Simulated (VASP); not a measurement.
Method: vdW-DF2, VASP's PBE PAW potentials (set 64) (plane waves; VASP).

VASP input:

### POSCAR
```
WS2
1
    1.6413056448    -2.8428247430     0.0000000000
    1.6413056448     2.8428247430     0.0000000000
    0.0000000000     0.0000000000    12.9228075319
W S
2 4
Direct
  0.3333330000   0.6666670000   0.2500000000
  0.6666670000   0.3333330000   0.7500000000
  0.3333330000   0.6666670000   0.8730049382
  0.6666670000   0.3333330000   0.3730049382
  0.6666670000   0.3333330000   0.1269950618
  0.3333330000   0.6666670000   0.6269950618
```

File KPOINTS:
```
Automatic mesh
0
Gamma
9 9 2
0 0 0
```

**INCAR**
```
! general
SYSTEM   = WS2
PREC     = Accurate
ENCUT    = 520
LREAL    = .FALSE.
LASPH    = .TRUE.

! electronic loop
EDIFF    = 1E-7
NELM     = 100
ALGO     = Normal
LMAXMIX  = 6

! smearing
ISMEAR   = -5

! functional
GGA      = ML
LUSE_VDW = .TRUE.
AGGAC    = 0.0
ZAB_VDW  = -1.8867

! ions
ISIF     = 2

! output
LWAVE    = .FALSE.
LCHARG   = .TRUE.
LORBIT   = 11
NEDOS    = 601

! other
LEFG     = .TRUE.
```

POTCAR, in this order: W_sv S (PBE.64 set). Program: vasp_std.

The run wrote:

### OUTCAR
```
 ion  position               nearest neighbor table
   1  0.333  0.667  0.250-   4 2.47   5 2.47   4 2.47   5 2.47   4 2.47   5 2.47
   2  0.667  0.333  0.750-   3 2.47   6 2.47   3 2.47   6 2.47   3 2.47   6 2.47
   3  0.333  0.667  0.873-   2 2.47   2 2.47   2 2.47
   4  0.667  0.333  0.373-   1 2.47   1 2.47   1 2.47
   5  0.667  0.333  0.127-   1 2.47   1 2.47   1 2.47
   6  0.333  0.667  0.627-   2 2.47   2 2.47   2 2.47
  LATTYP: Found a hexagonal cell.
 ALAT       =     3.2826112683
 C/A-ratio  =     3.9367462290
 Subroutine PRICEL returns:
 Original cell was already a primitive cell.
 Subroutine GETGRP returns: Found 24 space group operations
The static configuration has the point symmetry D_3d.
 The point group associated with its full space group is D_6h.
The dynamic configuration has the point symmetry D_3d.
 Subroutine INISYM returns: Found 24 space group operations
 Subroutine IBZKPT returns following result:
 Found     24 irreducible k-points:

 Following reciprocal coordinates:
            Coordinates               Weight
  0.000000  0.000000  0.000000      1.000000
  0.111111  0.000000  0.000000      6.000000
  0.222222  0.000000  0.000000      6.000000
  0.333333  0.000000  0.000000      6.000000
  0.444444  0.000000  0.000000      6.000000
  0.111111  0.111111  0.000000      6.000000
  0.222222  0.111111  0.000000     12.000000
  0.333333  0.111111  0.000000     12.000000
  0.444444  0.111111  0.000000      6.000000
  0.222222  0.222222  0.000000      6.000000
  0.333333  0.222222  0.000000     12.000000
  0.333333  0.333333  0.000000      2.000000
  0.000000  0.000000  0.500000      1.000000
  0.111111  0.000000  0.500000      6.000000
  0.222222  0.000000  0.500000      6.000000
  0.333333  0.000000  0.500000      6.000000
  0.444444  0.000000  0.500000      6.000000
  0.111111  0.111111  0.500000      6.000000
...
```

File OSZICAR:
```
       N       E                     dE             d eps       ncg     rms          rms(c)
DAV:   1     0.527420420111E+03    0.52742E+03   -0.28800E+04  1672   0.164E+03
DAV:   2     0.107298314535E+01   -0.52635E+03   -0.51553E+03  1740   0.433E+02
DAV:   3    -0.339027357695E+02   -0.34976E+02   -0.34708E+02  1912   0.101E+02
DAV:   4    -0.348945695488E+02   -0.99183E+00   -0.98936E+00  1811   0.172E+01
DAV:   5    -0.349280982003E+02   -0.33529E-01   -0.33513E-01  1924   0.309E+00    0.300E+01
DAV:   6    -0.313651912973E+02    0.35629E+01   -0.29305E+01  1751   0.274E+01    0.150E+01
DAV:   7    -0.309867117682E+02    0.37848E+00   -0.57169E+00  1854   0.117E+01    0.661E+00
DAV:   8    -0.309104303521E+02    0.76281E-01   -0.52121E-01  1974   0.427E+00    0.216E+00
DAV:   9    -0.309166571485E+02   -0.62268E-02   -0.87235E-02  1973   0.145E+00    0.976E-01
DAV:  10    -0.309162572703E+02    0.39988E-03   -0.42103E-02  1893   0.115E+00    0.320E-01
DAV:  11    -0.309153367920E+02    0.92048E-03   -0.78814E-03  2023   0.493E-01    0.719E-02
DAV:  12    -0.309153096110E+02    0.27181E-04   -0.33893E-04  1821   0.102E-01    0.357E-02
DAV:  13    -0.309153402453E+02   -0.30634E-04   -0.11522E-04  2027   0.633E-02    0.303E-02
DAV:  14    -0.309153377180E+02    0.25273E-05   -0.15717E-05  1931   0.216E-02    0.896E-03
DAV:  15    -0.309153374803E+02    0.23770E-06   -0.24165E-06  1957   0.888E-03    0.162E-03
DAV:  16    -0.309153375854E+02   -0.10514E-06   -0.23557E-07  1529   0.247E-03    0.106E-03
DAV:  17    -0.309153375979E+02   -0.12431E-07   -0.28436E-08  1220   0.123E-03
   1 F= -.30915338E+02 E0= -.30915338E+02  d E =0.000000E+00
```

OUTCAR:
```
------------------------ aborting loop because EDIFF is reached ----------------------------------------
  FORCE on cell =-STRESS in cart. coord.  units (eV):
  Direction    XX          YY          ZZ          XY          YZ          ZX
  --------------------------------------------------------------------------------------
  Total       -0.0180056     -0.0180056     -0.0002186      0.0000000      0.0000000     -0.0000000
  in kB       -0.2392169     -0.2392169     -0.0029040      0.0000000      0.0000000     -0.0000000
  external PRESSURE =      -0.1604459 kB  Pullay stress =       0.0000000 kB
  volume of cell :      120.59
      direct lattice vectors                 reciprocal lattice vectors
     1.641305645 -2.842824743  0.000000000     0.304635521 -0.175881401  0.000000000
     1.641305645  2.842824743  0.000000000     0.304635521  0.175881401  0.000000000
     0.000000000  0.000000000 12.922807532     0.000000000  0.000000000  0.077382565
 POSITION                                       TOTAL-FORCE (eV/Angst)
 -----------------------------------------------------------------------------------
      1.64131      0.94761      3.23070        -0.000000     -0.000000     -0.000000
      1.64131     -0.94761      9.69211         0.000000      0.000000     -0.000000
      1.64131      0.94761     11.28167         0.000000     -0.000000     -0.000309
      1.64131     -0.94761      4.82027         0.000000      0.000000     -0.000309
      1.64131     -0.94761      1.64113        -0.000000      0.000000      0.000309
      1.64131      0.94761      8.10254        -0.000000      0.000000      0.000309
 -----------------------------------------------------------------------------------
    total drift:                                0.000195      0.001228     -0.000036
  FREE ENERGIE OF THE ION-ELECTRON SYSTEM (eV)
  ---------------------------------------------------
  free  energy   TOTEN  =       -30.9153375979 eV

  energy  without entropy=      -30.9153375979  energy(sigma->0) =      -30.91533760

 total charge

# of ion       s       p       d       tot
------------------------------------------
    1        2.306   6.267   3.279  11.851
    2        2.306   6.267   3.279  11.851
    3        1.374   2.374   0.000   3.748
    4        1.374   2.374   0.000   3.748
    5        1.374   2.374   0.000   3.748
    6        1.374   2.374   0.000   3.748
--------------------------------------------------
tot         10.106  22.030   6.557  38.694

 Electric field gradients after diagonalization (V/A^2)
 (convention: |V_zz| > |V_xx| > |V_yy|)
----------------------------------------------------------------------
 ion       V_xx      V_yy      V_zz     asymmetry (V_yy - V_xx)/ V_zz
----------------------------------------------------------------------
   1      75.651    75.649  -151.300       0.000
   2      75.651    75.649  -151.300       0.000
   3      20.628    20.627   -41.255       0.000
   4      20.628    20.627   -41.255       0.000
   5      20.628    20.627   -41.255       0.000
   6      20.628    20.627   -41.255       0.000
```
(Selected blocks of OUTCAR.)

The compound is WS2 in the 2H layered structure. It was relaxed first, which changed the volume by +14 %.
